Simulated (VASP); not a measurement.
These are PBE GGA with spin-orbit coupling, VASP's PBE PAW potentials (set 64) (plane waves; VASP) values and carry that method's errors.

Input for VASP

KPOINTS:
```
Automatic mesh
0
Gamma
4 4 4
0 0 0
```

POSCAR:
```
ZnCu2SnS4
1.0
 -2.7415540000   2.7415540000   5.4736230000
  2.7415540000  -2.7415540000   5.4736230000
  2.7415540000   2.7415540000  -5.4736230000
Cu Zn Sn S
2 1 1 4
Direct
  0.0000000000   0.0000000000   0.0000000000
  0.7500000000   0.2500000000   0.5000000000
  0.2500000000   0.7500000000   0.5000000000
  0.5000000000   0.5000000000   0.0000000000
  0.3716100000   0.8844100000   0.9996000000
  0.1155900000   0.1151900000   0.4872000000
  0.8848100000   0.3720100000   0.0004000000
  0.6279900000   0.6283900000   0.5128000000
```

INCAR:
```
ISMEAR=-1   ! Fermi-Dirac
NELM=100
SIGMA=0.1
GGA_COMPAT=.FALSE.
LSORBIT=.TRUE.
LWAVE=.FALSE.
MAGMOM=24*0.0
GGA=PE   ! PBE
SYSTEM=ZnCu2SnS4
ALGO=Normal   ! blocked Davidson
LASPH=.TRUE.   ! aspherical one-centre terms
LREAL=.FALSE.   ! projection in real space or not
PREC=Accurate
LCHARG=.FALSE.
LNONCOLLINEAR=.TRUE.
ISIF=2
ENCUT=300   ! plane-wave cut-off (eV)
LMAXMIX=4
LORBIT=11   ! lm-projected
EDIFF=1E-6   ! SCF stop (eV)
```

POTCAR, in this order: Cu Zn Sn_d S (PBE.64 set). Program: vasp_ncl.

The run wrote:

File OSZICAR:
```
       N       E                     dE             d eps       ncg     rms          rms(c)
DAV:   1     0.666293761968E+03    0.66629E+03   -0.22114E+04  3456   0.145E+03
DAV:   2     0.944914965490E+02   -0.57180E+03   -0.54871E+03  3440   0.433E+02
DAV:   3    -0.233163513121E+02   -0.11781E+03   -0.11374E+03  4276   0.201E+02
DAV:   4    -0.344899529153E+02   -0.11174E+02   -0.10981E+02  4800   0.659E+01
DAV:   5    -0.349398085547E+02   -0.44986E+00   -0.44775E+00  5136   0.142E+01    0.172E+01
DAV:   6    -0.345662872273E+02    0.37352E+00   -0.32080E+01  5144   0.917E+01    0.125E+01
DAV:   7    -0.324339047737E+02    0.21324E+01   -0.10849E+01  4792   0.790E+01    0.817E+00
DAV:   8    -0.327273314048E+02   -0.29343E+00   -0.44255E+00  5424   0.225E+01    0.425E+00
DAV:   9    -0.325982827754E+02    0.12905E+00   -0.12084E+00  4744   0.202E+01    0.925E-01
DAV:  10    -0.325953300707E+02    0.29527E-02   -0.13030E-01  5080   0.787E+00    0.491E-01
DAV:  11    -0.325925375074E+02    0.27926E-02   -0.29143E-02  5112   0.392E+00    0.194E-01
DAV:  12    -0.325941008582E+02   -0.15634E-02   -0.11648E-02  4856   0.899E-01    0.197E-01
DAV:  13    -0.325939507457E+02    0.15011E-03   -0.17662E-03  4856   0.854E-01    0.739E-02
DAV:  14    -0.325939818373E+02   -0.31092E-04   -0.48191E-04  4992   0.357E-01    0.284E-02
DAV:  15    -0.325939856388E+02   -0.38014E-05   -0.65541E-05  4856   0.891E-02    0.118E-02
DAV:  16    -0.325939904578E+02   -0.48190E-05   -0.14842E-05  4504   0.294E-02    0.430E-03
DAV:  17    -0.325939908121E+02   -0.35438E-06   -0.13597E-06  2936   0.248E-02
   1 F= -.32593991E+02 E0= -.32588579E+02  d E =-.108244E-01  mag=    -0.0000    -0.0000    -0.0000
```

### OUTCAR
```
------------------------ aborting loop because EDIFF is reached ----------------------------------------
  FORCE on cell =-STRESS in cart. coord.  units (eV):
  Direction    XX          YY          ZZ          XY          YZ          ZX
  --------------------------------------------------------------------------------------
  Total       -0.4330584     -0.4330584     -0.5559694      0.0000001      0.0000000      0.0000000
  in kB       -4.2162712     -4.2162712     -5.4129368      0.0000014      0.0000000      0.0000000
  external PRESSURE =      -4.6151598 kB  Pullay stress =       0.0000000 kB
  volume of cell :      164.56
      direct lattice vectors                 reciprocal lattice vectors
    -2.741554000  2.741554000  5.473623000     0.000000000  0.182378315  0.091347175
     2.741554000 -2.741554000  5.473623000     0.182378315  0.000000000  0.091347175
     2.741554000  2.741554000 -5.473623000     0.182378315  0.182378315  0.000000000
 POSITION                                       TOTAL-FORCE (eV/Angst)
 -----------------------------------------------------------------------------------
      0.00000      0.00000      0.00000         0.000000     -0.000000      0.000000
      0.00000      2.74155      2.73681         0.000000     -0.000000      0.000000
      2.74155      0.00000      2.73681         0.000000     -0.000000     -0.000000
      0.00000      0.00000      5.47362         0.000000     -0.000000      0.000000
      4.14633      1.33459      1.40355         0.450991     -0.102077      0.144625
      1.33459      1.33678     -1.40355        -0.102077     -0.450991     -0.144625
     -1.40477      1.40697      6.87717        -0.450991      0.102077      0.144625
      1.40697      1.40477      4.07008         0.102077      0.450991     -0.144625
 -----------------------------------------------------------------------------------
    total drift:                               -0.000012     -0.000011     -0.000003
  FREE ENERGIE OF THE ION-ELECTRON SYSTEM (eV)
  ---------------------------------------------------
  free  energy   TOTEN  =       -32.5939908121 eV

  energy  without entropy=      -32.5831664079  energy(sigma->0) =      -32.58857861

 total charge

# of ion       s       p       d       tot
------------------------------------------
    1        0.345   0.325   9.270   9.940
    2        0.345   0.325   9.271   9.941
    3        0.525   0.460   9.789  10.774
    4        1.106   1.097  10.098  12.300
    5        1.329   2.380   0.000   3.709
    6        1.329   2.380   0.000   3.709
    7        1.329   2.380   0.000   3.709
    8        1.329   2.380   0.000   3.709
--------------------------------------------------
tot          7.636  11.725  38.427  57.789

 magnetization (x)

# of ion       s       p       d       tot
------------------------------------------
    1        0.000   0.000   0.000   0.000
    2        0.000   0.000   0.000   0.000
    3        0.000   0.000   0.000   0.000
    4        0.000   0.000   0.000   0.000
    5       -0.000  -0.000   0.000  -0.000
    6       -0.000  -0.000   0.000  -0.000
    7        0.000   0.000   0.000   0.000
    8        0.000   0.000   0.000   0.000
--------------------------------------------------
tot          0.000   0.000   0.000   0.000

 magnetization (y)

# of ion       s       p       d       tot
------------------------------------------
    1        0.000  -0.000   0.000   0.000
    2        0.000   0.000  -0.000  -0.000
    3        0.000   0.000  -0.000   0.000
    4        0.000   0.000   0.000   0.000
    5        0.000   0.000   0.000   0.000
    6       -0.000  -0.000   0.000  -0.000
    7       -0.000  -0.000   0.000  -0.000
    8        0.000   0.000   0.000   0.000
--------------------------------------------------
tot          0.000  -0.000   0.000   0.000

 magnetization (z)

# of ion       s       p       d       tot
------------------------------------------
    1       -0.000  -0.000  -0.000  -0.000
    2        0.000   0.000   0.000   0.000
    3       -0.000   0.000   0.000   0.000
    4       -0.000  -0.000  -0.000  -0.000
    5       -0.000  -0.000   0.000  -0.000
    6       -0.000  -0.000   0.000  -0.000
    7       -0.000  -0.000   0.000  -0.000
    8       -0.000  -0.000   0.000  -0.000
--------------------------------------------------
tot         -0.000  -0.000  -0.000  -0.000

 Ion:    1  E_soc:     -0.0108277

 Ion:    2  E_soc:     -0.0107736

 Ion:    3  E_soc:     -0.0081405

 Ion:    4  E_soc:     -0.0917007

 Ion:    5  E_soc:     -0.0020298

 Ion:    6  E_soc:     -0.0020298

 Ion:    7  E_soc:     -0.0020298

 Ion:    8  E_soc:     -0.0020298
```
(Selected blocks of OUTCAR.)

At this cut-off the stress carries a Pulay error, which pulls relaxed volumes low.

The structure comes from a measured ZnCu2SnS4 entry of the Crystallography Open Database, whose conditions weren't checked. The cell was not relaxed at this level. The k-mesh is coarse (spacing up to 0.41 per Å, 2π included), so the numbers may not be converged in it. The run is one of a series of settings (GGA_COMPAT = .FALSE., LNONCOLLINEAR = .TRUE., LSORBIT = .TRUE., MAGMOM = 0.0 0.0 0.0 0.0 0.0 0.0 0.0 0.0 0.0 0.0 0.0 0.0 0.0 0.0 0.0 0.0 0.0 0.0 0.0 0.0 0.0 0.0 0.0 0.0, program vasp_ncl against the base run), some of them coarse on purpose.
